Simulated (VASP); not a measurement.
VASP ran on this input.

File POSCAR:
```
MgS
2.548320
  0.0000000000   0.9999999069   0.9999999069
  0.9999999069   0.0000000000   0.9999999069
  0.9999999069   0.9999999069   0.0000000000
Mg S
1 1
Cartesian
  0.0000000000   0.0000000000   0.0000000000
  0.9999999069   0.9999999069   0.9999999069
```

**INCAR**
```
# general
SYSTEM  =  MgS
PREC    =  Accurate
ENCUT   =  520   # plane-wave cut-off (eV)
LREAL   =  .FALSE.   # projection in real space or not
LASPH   =  .TRUE.

# electronic loop
EDIFF   =  1E-7   # SCF stop (eV)
NELM    =  100
ALGO    =  Normal

# smearing
ISMEAR  =  0   # Gaussian
SIGMA   =  0.05

# functional
GGA     =  PE
IVDW    =  12   # D3, Becke-Johnson

# ions
ISIF    =  2

# output
LWAVE   =  .FALSE.
LCHARG  =  .FALSE.
```

File KPOINTS:
```
Automatic mesh
0
Gamma
9 9 9
0 0 0
```

POTCAR, in this order: Mg S (PBE.64 set). Program: vasp_std.

**Question.** Write an equivalent input for Ansatz.

**Answer.** One equivalent input (not run):
Ansatz 0.2 input:
```yaml
crystal:
  lattice:
    - [0.0000000, 2.5483198, 2.5483198]
    - [2.5483198, 0.0000000, 2.5483198]
    - [2.5483198, 2.5483198, 0.0000000]
  atoms:
    - { symbol: Mg, position: [0.0000000, 0.0000000, 0.0000000] }
    - { symbol: S, position: [0.5000000, 0.5000000, 0.5000000] }
kpoints:
  mp_grid: { grid: [9, 9, 9] }
hamiltonian:
  xc: pbe
  dispersion: d3bj
  pseudopotentials: { kind: paw }
scf:
  occupations: { method: gaussian, width: 0.05 }
  max_iter: 100
output: { forces: true, stress: true, eigenvalues: true }
```
What does not carry over: each code has its own PAW files, so the cut-off isn't converted (ENCUT is set for VASP's; basis.ecutwfc is left out, and Ansatz then takes the one that its files recommend); Ansatz stops its SCF on the density residual and VASP on the energy change (EDIFF).

The compound is MgS in the rock salt structure. This cell is one point of a volume scan, at 0.97 of the reference volume.
